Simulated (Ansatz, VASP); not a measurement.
NbRu in VASP and in Ansatz

```
Nb Ru
1.0
     3.00448    0.00000    0.00000
     0.00000    3.00448    0.00000
     0.00000    0.00000    3.36488
Nb Ru
1 1
Direct
  0.00000 0.00000 0.00000
  0.50000 0.50000 0.50000
```

Alike in both runs: functional LDA; k mesh 14 × 14 × 12; occupations fermi-dirac, width 0.05 eV; no spin polarisation.

Ansatz relaxed the structure, and its values are those at the end. VASP's run is a single point on that final structure, the one shown.

|  | VASP | Ansatz |
| --- | --- | --- |
| version | VASP 6.6.1 | Ansatz 0.2.0 |
| potentials or method | VASP PAW LDA potentials, release 64 (Nb_sv, Ru_pv) | PAW with Ansatz's default frozen-core files, scalar-relativistic |
| plane-wave cutoff (eV) | 520 | 420 |
| valence electrons in the cell | 27 | 29 |

|  | VASP | Ansatz | Ansatz less VASP |
| --- | --- | --- | --- |
| pressure (GPa) | 0.3 | 0.0 | -0.32 |

The two sets of potentials don't hold the same shells in valence.
